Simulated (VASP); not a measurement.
Calculation: PBE GGA, VASP's PBE PAW potentials (set 64) (plane waves; VASP).

VASP ran on this input.

INCAR:
```
# general
SYSTEM  = CdF2
PREC    = Accurate
ENCUT   = 520   # plane-wave cut-off (eV)
LREAL   = .False.   # projection in real space or not
LASPH   = .True.

# electronic loop
EDIFF   = 1E-6   # SCF stop (eV)
NELM    = 100   # most electronic steps
ALGO    = Normal   # blocked Davidson
LMAXMIX = 4

# smearing
ISMEAR  = 0
SIGMA   = 0.05

# functional
GGA     = PE

# ions
ISIF    = 2   # forces and stress, cell fixed

# output
LWAVE   = .False.
LCHARG  = .False.
```

### POSCAR
```
CdF2
1
    0.0000000000     2.6201320000     2.7410440000
    2.6755270000     0.0000000000     2.7410440000
    2.6755270000     2.6201320000     0.0000000000
Cd F
1 2
Direct
  0.0000000000   0.0000000000   0.0000000000
  0.2500000000   0.2500000000   0.2500000000
  0.7339490000   0.7660510000   0.7660510000
```

**KPOINTS**
```
Automatic mesh
0
Monkhorst-Pack
5 5 5
0 0 0
```

POTCAR, in this order: Cd F (PBE.64 set). Program: vasp_std.

The run wrote:

### OSZICAR
```
       N       E                     dE             d eps       ncg     rms          rms(c)
DAV:   1     0.204685822913E+03    0.20469E+03   -0.16047E+04  1350   0.156E+03
DAV:   2    -0.366783832778E+01   -0.20835E+03   -0.20307E+03  1463   0.388E+02
DAV:   3    -0.124484723689E+02   -0.87806E+01   -0.87612E+01  1453   0.898E+01
DAV:   4    -0.124898743109E+02   -0.41402E-01   -0.41397E-01  1499   0.626E+00
DAV:   5    -0.124900235658E+02   -0.14925E-03   -0.14925E-03  1555   0.333E-01    0.108E+01
DAV:   6    -0.107657562203E+02    0.17243E+01   -0.51624E+00  1723   0.438E+01    0.791E+00
DAV:   7    -0.108077024933E+02   -0.41946E-01   -0.86098E-01  1341   0.994E+00    0.458E+00
DAV:   8    -0.108019571793E+02    0.57453E-02   -0.14977E-01  1387   0.410E+00    0.707E-01
DAV:   9    -0.107932906015E+02    0.86666E-02   -0.40786E-02  1691   0.269E+00    0.859E-02
DAV:  10    -0.107938792818E+02   -0.58868E-03   -0.29795E-03  1341   0.682E-01    0.114E-01
DAV:  11    -0.107939594323E+02   -0.80150E-04   -0.11575E-04  1499   0.134E-01    0.361E-02
DAV:  12    -0.107939850880E+02   -0.25656E-04   -0.40184E-05  1336   0.627E-02    0.180E-02
DAV:  13    -0.107939868086E+02   -0.17205E-05   -0.61592E-06  1476   0.223E-02    0.403E-03
DAV:  14    -0.107939866961E+02    0.11244E-06   -0.59595E-07  1011   0.113E-02
   1 F= -.10793987E+02 E0= -.10793987E+02  d E =-.900552E-11
```

**OUTCAR**
```
------------------------ aborting loop because EDIFF is reached ----------------------------------------
  FORCE on cell =-STRESS in cart. coord.  units (eV):
  Direction    XX          YY          ZZ          XY          YZ          ZX
  --------------------------------------------------------------------------------------
  Total        2.1351009      2.6447208      1.4752419      0.0000000      0.2838188      0.0000000
  in kB       89.0123917    110.2584528     61.5028600      0.0000000     11.8324098      0.0000000
  external PRESSURE =      86.9245682 kB  Pullay stress =       0.0000000 kB
  volume of cell :       38.43
      direct lattice vectors                 reciprocal lattice vectors
     0.000000000  2.620132000  2.741044000    -0.186879071  0.190830080  0.182412249
     2.675527000  0.000000000  2.741044000     0.186879071 -0.190830080  0.182412249
     2.675527000  2.620132000  0.000000000     0.186879071  0.190830080 -0.182412249
 POSITION                                       TOTAL-FORCE (eV/Angst)
 -----------------------------------------------------------------------------------
      0.00000      0.00000      0.00000         0.275013      0.000000     -0.000000
      1.33776      1.31007      1.37052         0.188797      0.000000     -0.000000
      4.09918      3.93020      4.11157        -0.463809      0.000000      0.000000
 -----------------------------------------------------------------------------------
    total drift:                               -0.000272      0.000002      0.000002
  FREE ENERGIE OF THE ION-ELECTRON SYSTEM (eV)
  ---------------------------------------------------
  free  energy   TOTEN  =       -10.7939866961 eV

  energy  without entropy=      -10.7939866961  energy(sigma->0) =      -10.79398670
```
(Selected blocks of OUTCAR.)

The compound is CdF2 in the fluorite structure. The cell was not relaxed at this level, atoms are displaced from their ideal sites. The run is one of a series of settings (KPOINTS 5×5×5 Monkhorst-Pack mesh against the base run), some of them coarse on purpose.
